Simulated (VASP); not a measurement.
Crystal: ZnBi3.

```xyz
4
Lattice="4.8732 0.0000 0.0000 0.0000 4.8732 0.0000 0.0000 0.0000 4.8732" Properties=species:S:1:pos:R:3 pbc="T T T"
Zn    0.0000    0.0000    0.0000
Bi    0.0000    2.4366    2.4366
Bi    2.4366    0.0000    2.4366
Bi    2.4366    2.4366    0.0000
```

The cell comes from a database or a generator and needn't be the stable form of this composition.

Base run:

```yaml
Program: VASP 6.6.1
Functional: RPBE
Potentials_or_basis: VASP PAW PBE potentials, release 64 (Zn, Bi_d)
Cutoff: 520 eV
k_mesh: 5 × 5 × 5
Occupations: gaussian, width 0.05 eV
Spin: no spin polarisation
```

Its results: band gap on the k mesh none (metal or under the smearing width); pressure 1.4 GPa.

Task: The run is repeated on the same cell with these changes: functional from RPBE to PBEsol. What comes out?

Result: Band gap on the k mesh none (metal or under the smearing width); pressure -2.9 GPa.

PBEsol binds more tightly than RPBE, so the same cell stands under less pressure.

Caveats: the PAW data sets were made with another functional, which shifts forces and pressure a little; spin-orbit coupling is left out, which moves the levels of the heavy elements.
